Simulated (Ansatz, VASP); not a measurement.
# BN (Qingsongite): VASP beside Ansatz, part 2 of 2

Wanted: the spread between two codes on one cell, functional and k mesh. The cell is taken from a series of runs on this material, whose earlier steps may have relaxed, scaled, displaced or heated it; both programs get it as it stands.

VASP 6.6.1 and Ansatz 0.2.0.

So far: The structure; VASP: dielectric response, r2SCAN.

### 3. Ansatz: dielectric response, r2SCAN

Level of this step: Ansatz beside VASP: Kohn-Sham DFT, plane waves, r2SCAN (Ansatz).

Ansatz runs on its default PAW (the set named soft_2) files.

The same cell, functional and mesh now go to Ansatz, which takes its cutoff from its data sets.

input.yaml

```yaml
crystal:
  lattice:
    - [0.0, 1.8075, 1.8075]
    - [1.8075, 0.0, 1.8075]
    - [1.8075, 1.8075, 0.0]
  atoms:
    - { symbol: "N", position: [0.75, 0.75, 0.75] }
    - { symbol: B, position: [0.0, 0.0, 0.0] }
kpoints:
  mp_grid: { grid: [11, 11, 11] }
scf:
  occupations: { method: fixed }
hamiltonian:
  xc: r2scan
  pseudopotentials: { kind: paw }
dielectric: {}
```

Command:

```
> ansatz run input.yaml --threads 4 --pin off --max-ram 8192MiB --backend cpu --events-out ev --progress --plain --runs-dir out
```

Numbers of over 12 decimals in the logs are rounded to 6 here.

The program printed:

```text
Engine: ansatz 0.2.0, x86_64-unknown-linux-gnu
Pseudopotentials: kind: paw
Pseudopotential: N, paw, valence charge 5, recommended cutoff 500 eV (meta_gga), N.paw.azcp
Pseudopotential: B, paw, valence charge 3, recommended cutoff 500 eV (meta_gga), B.paw.azcp
Functional definition: r2SCAN
  parameter k0 = 0.174
  parameter k1 = 0.065
  parameter a1 = 4.9479
  exchange = r2scan_x(k0 = k0, k1 = k1, a1 = a1)
  correlation = r2scan_c
Crystal: 2 atoms, lattice volume = 11.810 Å³
Basis set: ecut = 500 eV, 307 PW (Γ), exchange–correlation on 80×80×80 points (64 copies of the dense FFT grid, shifted against one another)
Bands: 8, of which v1, the nominal top of the filled ones, is band 4 counted from 1 (3 counted from 0)
Symmetry: 24 space group operations
k-points: 216 of 1331 (irreducible under 4 space group operations, time reversal used)
Non-local potential: N, projectors of the file, l = 0: 2, l = 1: 2, l = 2: 1
Non-local potential: B, projectors of the file, l = 0: 2, l = 1: 2, l = 2: 1
PAW form: soft (Blöchl's): semilocal exchange-correlation on the pseudo side does not see the compensation charge
PAW frozen core: N, regenerated for the run's functional (the file was generated under x = pbe(κ = 0.804, μ = 0.219515), c = pbe(β = 0.066725))
PAW frozen core: B, regenerated for the run's functional (the file was generated under x = pbe(κ = 0.804, μ = 0.219515), c = pbe(β = 0.066725))
PAW one-centre angular grid: N, 302 points (default); XC on 160 Gauss nodes
PAW one-centre angular grid: B, 302 points (default); XC on 160 Gauss nodes
Initial density: superposition of atomic densities (neutral atoms: chi_scale 0, normalization atom), corrected by the library's trained network
Initial wavefunctions: pseudopotential atomic-orbital guess
Functional: x = r2scan, c = r2scan; τ floored in thin density (d = 2e-4 eV/Å³)
SCF iter   1: F=—  HF=-543.914579 eV  |F-HF|=—  |Δ(HF+E_count)|=         —  Δρ=1.17e-2  dr2=1.24e-2  dr2_τ=3.25e-1  ethr=1.77e-3  ⟨swp⟩=4.0  Hψ=9941  notcnv=0  defer=329
preconditioner: auto → none  [insulator: Δε(μ)=5.051 eV  Ē_g=21.315 eV  n_scr=0 (ndim 8)  ℏωp=30.6 eV  f_vac=0.000  ε∞_Penn≈3.1]
SCF iter   2: F=—  HF=-544.006077 eV  |F-HF|=—  |Δ(HF+E_count)|=   9.15e-2  Δρ=6.52e-3  dr2=1.84e-3  dr2_τ=2.34e-4  ethr=1.55e-4  ⟨swp⟩=2.0  Hψ=4781  notcnv=0  defer=403
SCF iter   3: F=—  HF=-544.006328 eV  |F-HF|=—  |Δ(HF+E_count)|=   2.51e-4  Δρ=1.64e-3  dr2=1.16e-4  dr2_τ=2.93e-5  ethr=2.30e-5  ⟨swp⟩=2.9  Hψ=2674  notcnv=0  defer=417
SCF iter   4: F=—  HF=-544.006343 eV  |F-HF|=—  |Δ(HF+E_count)|=   1.55e-5  Δρ=1.65e-4  dr2=1.71e-6  dr2_τ=1.81e-7  ethr=1.45e-6  ⟨swp⟩=2.9  Hψ=2855  notcnv=0  defer=417
SCF iter   5: F=—  HF=-544.006344 eV  |F-HF|=—  |Δ(HF+E_count)|=   1.20e-7  Δρ=6.39e-5  dr2=3.92e-7  dr2_τ=1.78e-8  ethr=2.14e-8  ⟨swp⟩=2.6  Hψ=2579  notcnv=0
SCF iter   6: F=—  HF=-544.006344 eV  |F-HF|=—  |Δ(HF+E_count)|=   5.56e-7  Δρ=1.13e-5  dr2=1.11e-8  dr2_τ=2.48e-10  ethr=4.90e-9  ⟨swp⟩=2.1  Hψ=2530  notcnv=0
SCF iter   7: F=-544.006344 eV  HF=-544.006344 eV  |F-HF|=1.69e-11  |Δ(HF+E_count)|=  9.45e-10  Δρ=5.76e-7  dr2=7.45e-12  dr2_τ=8.72e-12  ethr=1.25e-12  ⟨swp⟩=2.7  Hψ=7799  notcnv=0
SCF 1 converged in 7 iterations: F = -544.006344 eV  dr2 = 7.45e-12
  greatest PAW one-centre occupation: 0.796 electrons in one spin orbital (limit 2), on the N atom at site 0 (counted from 0), in its partial waves of l = 0
NSCF: frozen V_eff on 6 k-points
DFPT response loops at Γ: preconditioner auto → none (the input reference at scf.mixing.eps_inf says where Resta's filter doesn't serve); β = 0.50; Broyden in place of MSR1
SCF converged after 7 iterations
Free energy (F): -544.006344 eV
Harris-Foulkes:  -544.006344 eV  (|F-HF|=1.69e-11)
Internal energy: -544.006344 eV  (E = F + TS)
E sigma→0 (E₀):  -544.006344 eV
Fermi energy:    11.009022 eV
--- Per-component energies (eV) ---
  E_band       = 21.939801
  E_kinetic    = 185.899996
  E_local      = -175.200173  (includes V_loc(G=0)·N_el)
  E_nonlocal   = 55.846668
  E_hartree    = 49.634069
  E_xc         = -92.300506
  E_vxc        = -127.747271  (∫ρ·V_xc dr)
  E_paw        = -209.453759  (= ΣΔE_a)
  E_vpaw       = -23.124725  (= ΣTr[D̂ρ^β])
  E_aug_tail   = 0.000018  (compensation charges beyond the density's cutoff)
  E_vtau       = 6.997147  (kinetic-family band-sum trace: ∫τ·v_τ [+ j·A + Jᵃ·Aᵃ] dr)
  E_ewald      = -358.384650
  E_core_change = -0.048007  (= ΣΔE_core)
  E_smearing   = -0.000000  (= −TS)
  E_closure    = 0.000000  (closes the sum)
  Σ components = -544.006344   (vs F -544.006344, Δ=0.00e0)
--- Band table (eV; the first three rows and the last of 216) ---
  k-point 0: bands = ["-10.2792", "11.0090", "11.0090", "11.0090", "20.5739", "20.5739", "20.5739", "22.0280"]
  k-point 1: bands = ["-10.0713", "9.8934", "10.7904", "10.7904", "20.8092", "20.9111", "20.9111", "22.7413"]
  k-point 2: bands = ["-9.4577", "7.4086", "10.2742", "10.2742", "21.1228", "21.6574", "21.6574", "24.3589"]
  k-point 215: bands = ["-5.9734", "2.6509", "4.6218", "8.4382", "20.9415", "24.7527", "25.4958", "26.9254"]
--- Dielectric response (ions clamped): 1 representative field direction + reference, on 216 of 1331 k-points (Σ response iterations 6) ---
  k mesh reduced under 4 symmetry operations, with k and −k counted as one. Each operation leaves every solved perturbation unchanged. A smaller set is not considered because the run solves the response to a homogeneous field
  ε∞ (high-frequency dielectric tensor):
        4.458212     0.000000    -0.000000
       -0.000000     4.458212     0.000000
        0.000000     0.000000     4.458212
  Born effective charges Z* (e; rows j = field, columns β = displacement):
    site 0:
        -1.98481    0.00000   -0.00000
        -0.00000   -1.98481    0.00000
        -0.00000    0.00000   -1.98481
    site 1:
         1.98481   -0.00000    0.00000
         0.00000    1.98481   -0.00000
         0.00000   -0.00000    1.98481
  Z* charge neutrality: 4.465e-6 e pre-enforcement
  k-mesh period / interband length: 28.1 Å / 1.27 Å = 22.10 at k = (0.0000, 0.0000, 0.0000), direct gap 9.565 eV — 14 or more, which is no proof of convergence
```

In the SCF lines HF is the Harris–Foulkes energy and dr2 the Hartree energy of the density residual, in eV; the loop may stop once dr2 is under the threshold and the program's other checks hold. Hψ counts applications of the Hamiltonian.

### 4. Comparison

Known differences besides the potentials themselves: VASP keeps PBE cores, Ansatz makes them for the functional; fixed occupations in Ansatz, narrow Gaussian smearing in VASP; the cutoff is 500 eV in Ansatz and 580 eV in VASP; VASP takes ε∞ from a finite field, Ansatz from linear response. Total energies have different zeros and are not compared.

Both answers:

```tsv
quantity	Ansatz	VASP	difference
ε∞ xx	4.46	4.53	-1.51 %
ε∞ yy	4.46	4.53	-1.51 %
ε∞ zz	4.46	4.53	-1.51 %
```

### 5. Results

- difference in ε∞ xx (dielectric response, r2SCAN): -1.5 %

What this shows: The difference in ε∞ xx is -1.5 % (dielectric response, r2SCAN), within the 5 % picked in this series as the mark of a large difference. How closely two codes agree says nothing of how well the functional describes the real material.

[Lines on the potential files, build, host, timing and source positions are cut from VASP's logs without a mark.]

[Logs are printed without paths, hosts, clocks, repeated set-up lines and the standing remarks that a program may print on its own settings, such as how far it seeks lower states.]

[Hosts, paths, dates, database ids (printed as entryN), source tags and the programs' standing remarks are cut or masked in the printed files.]
